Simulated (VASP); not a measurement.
# Sb2TeO2 (Pnnm) in VASP: density of states with PBE

Aim: the density of states of Sb2TeO2 with PBE.

Program: VASP 6.6.1. These are calculated values, not measurements. Logs are shortened: lines on timing, memory, paths and dates and some standing lists are left out, and cuts for length are marked.

**1. The structure**

It takes space group Pnnm (No. 58, orthorhombic). Conventional cell: a = 3.906 Å, b = 12.546 Å, c = 3.901 Å, α = 90.00°, β = 90.00°, γ = 90.00°. Around Sb (site symmetry m) lie 4 O at 2.23 to 2.37 Å. Te (site symmetry 2/m) is surrounded by 8 Sb at 3.30 to 3.44 Å and 8 O at 3.67 to 3.72 Å. O (site symmetry m) is surrounded by 4 Sb at 2.23 to 2.37 Å.

The cell was built by a generator and needn't be a form met in nature.

**2. Density of states, PBE**

File POSCAR:

```
Sb2TeO2
1.0
    3.9058100000      0.0000000000      0.0000000000
    0.0000000000     12.5464100000      0.0000000000
    0.0000000000      0.0000000000      3.9007200000
Sb Te O
4 2 4
Direct
    0.5321070000      0.1539610000      0.5000000000
    0.0321070000      0.3460390000      0.0000000000
    0.9678930000      0.6539610000      0.0000000000
    0.4678930000      0.8460390000      0.5000000000
    0.0000000000      0.0000000000      0.0000000000
    0.5000000000      0.5000000000      0.5000000000
    0.0110860000      0.2502090000      0.5000000000
    0.5110860000      0.2497910000      0.0000000000
    0.4889140000      0.7502090000      0.0000000000
    0.9889140000      0.7497910000      0.5000000000
```

File INCAR.step1:

```
ALGO = Normal
EDIFF = 1E-7
ENCUT = 520
GGA = PE
ISIF = 2
ISMEAR = 0
KPAR = 4
LASPH = T
LCHARG = T
LREAL = F
LWAVE = F
NELM = 100
PREC = Accurate
SIGMA = 0.1
```

File KPOINTS.step1:

```
k-points
0
Gamma
  8 4 8
```

File INCAR.step2:

```
ALGO = Normal
EDIFF = 1E-7
ENCUT = 520
GGA = PE
ICHARG = 11
ISIF = 2
ISMEAR = -5
KPAR = 4
LASPH = T
LCHARG = F
LORBIT = 11
LREAL = F
LWAVE = F
NEDOS = 2001
NELM = 100
PREC = Accurate
SIGMA = 0.1
```

File KPOINTS.step2:

```
k-points
0
Gamma
  12 6 12
```

Potentials or basis: VASP PAW PBE potentials, release 64 (Sb, Te, O).

Command:

```sh
> cat potpaw_PBE.64/Sb/POTCAR potpaw_PBE.64/Te/POTCAR potpaw_PBE.64/O/POTCAR > POTCAR
> cp INCAR.step1 INCAR
> cp KPOINTS.step1 KPOINTS
> mpirun -np 4 vasp_std > vasp.out
> cp INCAR.step2 INCAR
> cp KPOINTS.step2 KPOINTS
> mpirun -np 4 vasp_std > vasp.out
```

OUTCAR:

```text
EDIFF = 1E-7
   ENCUT = 520
   GGA = PE
   ICHARG = 11
   ISIF = 2
   ISMEAR = -5
   LASPH = T
   LORBIT = 11
   LREAL = F
   NELM = 100
   PREC = Accurate

 ion  position               nearest neighbor table
   1  0.532  0.154  0.500-   7 2.23   8 2.29   8 2.29   7 2.37   5 3.30   5 3.30   5 3.44   5 3.44
                             2 3.66   2 3.66   2 3.66   2 3.66
   2  0.032  0.346  0.000-   8 2.23   7 2.29   7 2.29   8 2.37   6 3.30   6 3.30   6 3.44   6 3.44
                             1 3.66   1 3.66   1 3.66   1 3.66
   3  0.968  0.654  0.000-   9 2.23  10 2.29  10 2.29   9 2.37   6 3.30   6 3.30   6 3.44   6 3.44
                             4 3.66   4 3.66   4 3.66   4 3.66
   4  0.468  0.846  0.500-  10 2.23   9 2.29   9 2.29  10 2.37   5 3.30   5 3.30   5 3.44   5 3.44
                             3 3.66   3 3.66   3 3.66   3 3.66
   5  0.000  0.000  0.000-   1 3.30   4 3.30   1 3.30   4 3.30   1 3.44   1 3.44   4 3.44   4 3.44

   6  0.500  0.500  0.500-   2 3.30   3 3.30   2 3.30   3 3.30   2 3.44   2 3.44   3 3.44   3 3.44

   7  0.011  0.250  0.500-   1 2.23   2 2.29   2 2.29   1 2.37
   8  0.511  0.250  0.000-   2 2.23   1 2.29   1 2.29   2 2.37
   9  0.489  0.750  0.000-   3 2.23   4 2.29   4 2.29   3 2.37
  10  0.989  0.750  0.500-   4 2.23   3 2.29   3 2.29   4 2.37

  LATTYP: Found a simple orthorhombic cell.
 ALAT       =     3.9007200000
 B/A-ratio  =     1.0013048873
 C/A-ratio  =     3.2164344019

  Lattice vectors:

 A1 = (   0.0000000000,   0.0000000000,   3.9007200000)
 A2 = (   3.9058100000,   0.0000000000,   0.0000000000)
 A3 = (   0.0000000000,  12.5464100000,   0.0000000000)

Analysis of symmetry for initial positions (statically):
=====================================================================
 Subroutine PRICEL returns:
 Original cell was already a primitive cell.

 Routine SETGRP: Setting up the symmetry group for a
 simple orthorhombic supercell.

 Subroutine GETGRP returns: Found  8 space group operations
 (whereof  4 operations were pure point group operations)
 out of a pool of  8 trial point group operations.

The static configuration has the point symmetry C_2h.
 The point group associated with its full space group is D_2h.

Analysis of symmetry for dynamics (positions and initial velocities):
=====================================================================
 Subroutine PRICEL returns:
 Original cell was already a primitive cell.

 Routine SETGRP: Setting up the symmetry group for a
 simple orthorhombic supercell.

 Subroutine GETGRP returns: Found  8 space group operations
 (whereof  4 operations were pure point group operations)
 out of a pool of  8 trial point group operations.

The dynamic configuration has the point symmetry C_2h.
 The point group associated with its full space group is D_2h.

 Subroutine INISYM returns: Found  8 space group operations
 (whereof  4 operations are pure point group operations),
 and found     1 'primitive' translations

----------------------------------------------------------------------------------------

                                     Primitive cell

  volume of cell :     191.1505

  direct lattice vectors                    reciprocal lattice vectors
     3.905810000  0.000000000  0.000000000     0.256028839  0.000000000  0.000000000
     0.000000000 12.546410000  0.000000000     0.000000000  0.079704075  0.000000000
     0.000000000  0.000000000  3.900720000     0.000000000  0.000000000  0.256362928

  length of vectors
     3.905810000 12.546410000  3.900720000     0.256028839  0.079704075  0.256362928

  position of ions in fractional coordinates (direct lattice)
     0.532107000  0.153961000  0.500000000
     0.032107000  0.346039000  0.000000000
     0.967893000  0.653961000  0.000000000
     0.467893000  0.846039000  0.500000000
     0.000000000  0.000000000  0.000000000
     0.500000000  0.500000000  0.500000000
     0.011086000  0.250209000  0.500000000
     0.511086000  0.249791000  0.000000000
     0.488914000  0.750209000  0.000000000
     0.988914000  0.749791000  0.500000000

  ion indices of the primitive-cell ions
[... 32 lines left out ...]

 TETIRR: Found   2592 inequivalent tetrahedra from     5184

 Subroutine IBZKPT returns following result:
 ===========================================

 Found    196 irreducible k-points:

 Following reciprocal coordinates:
            Coordinates               Weight
  0.000000  0.000000  0.000000      1.000000
  0.083333  0.000000  0.000000      2.000000
  0.166667  0.000000  0.000000      2.000000
  0.250000  0.000000  0.000000      2.000000
  0.333333  0.000000  0.000000      2.000000
  0.416667  0.000000  0.000000      2.000000
[... 16 lines left out ...]
  0.083333  0.500000  0.000000      2.000000
  0.166667  0.500000  0.000000      2.000000
 [... further k-points ...]
   k-points           NKPTS =    196   k-points in BZ     NKDIM =    196   number of bands    NBANDS=     34
   number of dos      NEDOS =   2001   number of ions     NIONS =     10
   total plane-waves  NPLWV =  86400
   dimension x,y,z NGX =    30 NGY =   96 NGZ =   30
   dimension x,y,z NGXF=    60 NGYF=  192 NGZF=   60
   ions per type =               4   2   4
   NGX,Y,Z   is equivalent  to a cutoff of  12.77, 12.72, 12.79 a.u.
   NGXF,Y,Z  is equivalent  to a cutoff of  25.54, 25.44, 25.57 a.u.
 SYSTEM =  unknown system
   PREC   = accura    normal or accurate (medium, high low for compatibility)
   ISTART =      0    job   : 0-new  1-cont  2-samecut
   ICHARG =     11    charge: 1-file 2-atom 10-const
   ISPIN  =      1    spin polarized calculation?
   LNONCOLLINEAR =      F non collinear calculations
   LSORBIT =      F    spin-orbit coupling
   LASPH  =      T    aspherical Exc in radial PAW
   ENCUT  =  520.0 eV  38.22 Ry    6.18 a.u.   7.26 23.33  7.25*2*pi/ulx,y,z
   NELM   =    100;   NELMIN=  2; NELMDL=  0     # of ELM steps
   EDIFF  = 0.1E-06   stopping-criterion for ELM
   LREAL  =      F    real-space projection
   EDIFFG = 0.1E-05   stopping-criterion for IOM
   NSW    =      0    number of steps for IOM
   IBRION =     -1    ionic relax: 0-MD 1-quasi-New 2-CG
   NFREE  =      0    steps in history (QN), initial steepest desc. (CG)
   ISIF   =      2    stress and relaxation
   ISYM   =      2    0-nonsym 1-usesym 2-fastsym
   POTIM  = 0.5000    time-step for ionic-motion
   TEBEG  =    0.0;   TEEND  =   0.0 temperature during run
   PSTRESS=    0.0 pullay stress
   NELECT =      56.0000    total number of electrons
   NUPDOWN=      -1.0000    fix difference up-down
   EMIN   =  10.00;   EMAX   =-10.00  energy-range for DOS
   EFERMI =   0.00;   METHOD = LEGACY
   ISMEAR =    -5;   SIGMA  =   0.10  broadening in eV -4-tet -1-fermi 0-gaus
   EFERMI_NEDOS =   21; number of points for ismear=-14 and -15
   IALGO  =     38    algorithm
   IMIX   =      4    mixing-type and parameters
     AMIX     =   0.40;   BMIX     =  1.00
     AMIX_MAG =   1.60;   BMIX_MAG =  1.00
  volume/ion in A,a.u.               =      19.12       128.99
  Fermi-wavevector in a.u.,A,eV,Ry     =   1.087291  2.054682 16.084825  1.182201
  Thomas-Fermi vector in A             =   2.223447
   LORBIT       =     11    0 simple, 1 ext, 2 COOP (PROOUT), +10 PAW based schemes
   GGA     = PE    functional components
   LHFCALC =     F    Hartree Fock is set to
   AEXX    =    0.0000 exact exchange contribution
   IVDW    =     0    specifies the selected vdW correction
   LEPSILON=     F    determine dielectric tensor
   LRPA    =     F    only Hartree local field effects (RPA)
 non-spin polarized calculation
 Fermi weights with tetrahedron method with Bloechl corrections
  energy-cutoff  :      520.00
  volume of cell :      191.15
 maximum number of plane-waves:      5187
 NGX is ok and might be reduce to    30

 number of electron      56.0000004 magnetization

 Free energy of the ion-electron system (eV)
  ---------------------------------------------------
  ext. energy  EPLUGINS =         0.00000000
  ---------------------------------------------------
  free energy    TOTEN  =       -50.48881753 eV

  energy without entropy =      -50.48881753  energy(sigma->0) =      -50.48881753

 E-fermi :   7.9197     XC(G=0): -10.3581

 val. band max:        8.0229131457   @ k =   0.0000   0.5000   0.5000
 cond. band min:       7.7296762579   @ k =   0.0000   0.0000   0.0000
 fundamental gap:     -0.2932368878
 Fermi energy:         7.9196708736

 k-point     1 :       0.0000    0.0000    0.0000
  band No.  band energies     occupation
      1     -12.4752      2.00000
      2     -12.4680      2.00000
      3     -10.4848      2.00000
      4     -10.4845      2.00000
      5      -4.4440      2.00000
      6      -3.8640      2.00000
[... 877 lines left out ...]
     33      10.3568      0.00000
     34      10.3568      0.00000

 [... further k-points ...]

------------------------ aborting loop because EDIFF is reached ----------------------------------------

  FORCE on cell =-STRESS in cart. coord.  units (eV):
  Direction    XX          YY          ZZ          XY          YZ          ZX
  --------------------------------------------------------------------------------------
  -------------------------------------------------------------------------------------
  Total       -0.0085593     -0.2224108     -0.0451335      0.0000000      0.0000000      0.0000000
  in kB       -0.0717418     -1.8641938     -0.3782983      0.0000000      0.0000000      0.0000000
  external PRESSURE =      -0.7714113 kB  Pullay stress =       0.0000000 kB

 VOLUME and BASIS-vectors are now :
 -----------------------------------------------------------------------------
  energy-cutoff  :      520.00
  volume of cell :      191.15
      direct lattice vectors                 reciprocal lattice vectors
     3.905810000  0.000000000  0.000000000     0.256028839  0.000000000  0.000000000
     0.000000000 12.546410000  0.000000000     0.000000000  0.079704075  0.000000000
     0.000000000  0.000000000  3.900720000     0.000000000  0.000000000  0.256362928

 POSITION                                       TOTAL-FORCE (eV/Angst)
 -----------------------------------------------------------------------------------
      2.07831      1.93166      1.95036         0.000478      0.007172      0.000000
      0.12540      4.34155      0.00000         0.000478     -0.007172      0.000000
      3.78041      8.20486      0.00000        -0.000478      0.007172     -0.000000
      1.82750     10.61475      1.95036        -0.000478     -0.007172     -0.000000
      0.00000      0.00000      0.00000         0.000000      0.000000      0.000000
      1.95290      6.27320      1.95036         0.000000      0.000000      0.000000
      0.04330      3.13922      1.95036        -0.007867     -0.006754      0.000000
      1.99620      3.13398      0.00000        -0.007867      0.006754      0.000000
      1.90961      9.41243      0.00000         0.007867     -0.006754      0.000000
      3.86251      9.40719      1.95036         0.007867      0.006754      0.000000
 -----------------------------------------------------------------------------------
    total drift:                                0.000000      0.000000      0.000000

  FREE ENERGIE OF THE ION-ELECTRON SYSTEM (eV)
  ---------------------------------------------------
  free  energy   TOTEN  =       -50.4888175261 eV

  energy  without entropy=      -50.4888175261  energy(sigma->0) =      -50.48881753

 total charge

# of ion       s       p       d       tot
------------------------------------------
    1        1.329   0.759   0.081   2.169
    2        1.329   0.759   0.081   2.169
    3        1.329   0.759   0.081   2.169
    4        1.329   0.759   0.081   2.169
    5        1.380   1.997   0.021   3.398
    6        1.380   1.997   0.021   3.398
    7        1.585   3.380   0.000   4.965
    8        1.585   3.380   0.000   4.965
    9        1.585   3.380   0.000   4.965
   10        1.585   3.380   0.000   4.965
--------------------------------------------------
tot         14.416  20.547   0.366  35.330
```

It took 3.5 min on 4 MPI ranks of Intel Xeon 6975P-C (Granite Rapids), shared host; peak memory 1.1 GiB.

Results:

```yaml
Valence_electrons_inside_the_program's_atomic_spheres: Sb 2.17; Te 3.40; O 4.96
```

States per cell in windows of 1 eV (zero at the Fermi level; states under -8 eV left out):
```tsv
from (eV)	total	O7_p	O8_p	O9_p	O10_p	Te5_p	Te6_p
-8.0	0.66	0.03	0.03	0.03	0.03	0.01	0.01
-7.0	5.73	0.55	0.55	0.55	0.55	0.05	0.05
-6.0	4.58	0.48	0.48	0.48	0.48	0.05	0.05
-5.0	6.75	0.74	0.74	0.74	0.74	0.11	0.11
-4.0	6.02	0.77	0.77	0.77	0.77	0.08	0.08
-3.0	3.58	0.24	0.24	0.24	0.24	0.34	0.34
-2.0	6.20	0.22	0.22	0.22	0.22	0.85	0.85
-1.0	3.05	0.10	0.10	0.10	0.10	0.49	0.49
0.0	1.01	0.02	0.02	0.02	0.02	0.03	0.03
1.0	5.01	0.14	0.14	0.14	0.14	0.10	0.10
2.0	5.60	0.21	0.21	0.21	0.21	0.13	0.13
3.0	0.39	0.02	0.02	0.02	0.02	0.01	0.01
```

Caveat: tetrahedron occupations give inexact forces and stress in metals. Spin-orbit coupling is left out, which matters for the levels of Sb, Te.
